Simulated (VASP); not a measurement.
Set up this calculation in VASP 6.6.1, as the native input.

| Quantity | Value |
| --- | --- |
| Task | relaxation of cell and atoms |
| Functional | PBE |
| Potentials or basis | VASP PAW PBE potentials, release 64 (Si, W_sv) |
| Cutoff | 520 eV |
| k mesh | 18 × 18 × 18 |
| Occupations | methfessel-paxton, width 0.2 eV |
| Spin | no spin polarisation |
| Further INCAR settings | ALGO = Normal; EDIFF = 1e-07; IBRION = 2; EDIFFG = -0.002; NSW = 80; ISIF = 3 |

The structure of Si2W lies in POSCAR:

```
Si2W
1.0
   -1.6069000000      1.6069000000      3.9149500000
    1.6069000000     -1.6069000000      3.9149500000
    1.6069000000      1.6069000000     -3.9149500000
Si W
2 1
Direct
    0.3347000000      0.3347000000      0.0000000000
    0.6653000000      0.6653000000      0.0000000000
    0.0000000000      0.0000000000      0.0000000000
```

These files were run (other wordings do the same):

INCAR

```
PREC = Accurate ; ENCUT = 520
EDIFF = 1E-7 ; ISMEAR = 1
SIGMA = 0.2 ; LREAL = F
LASPH = T ; NELM = 100
ALGO = Normal ; ISIF = 3
LWAVE = F ; LCHARG = F
GGA = PE ; IBRION = 2
NSW = 80 ; EDIFFG = -0.002
```

KPOINTS

```
regular mesh
0
Gamma
  18 18 18
```

Potentials or basis: VASP PAW PBE potentials, release 64 (Si, W_sv).

The run is started by

```sh
$ cat potpaw_PBE.64/Si/POTCAR potpaw_PBE.64/W_sv/POTCAR > POTCAR
$ mpirun -np 1 vasp_std > vasp.out
```

It gave:

```
Relaxed volume                         : 13.68 Å³/atom
Relaxed cell                           : a = 4.548 Å, b = 4.548 Å, c = 4.548 Å, α = 138.41°, β = 138.41°, γ = 60.28°
Space group after relaxing (to 0.05 Å) : I4/mmm (No. 139)
Energy gained by relaxing              : 2.1 meV/atom
Ionic steps                            : 8
Pressure after relaxing                : 0.0 GPa
Band gap on the k mesh                 : none (metal or under the smearing width)
```

Run time: 24 min on 1 thread of AMD EPYC 9R45 (Zen 5), with other jobs on the host, peak memory 0.4 GiB.
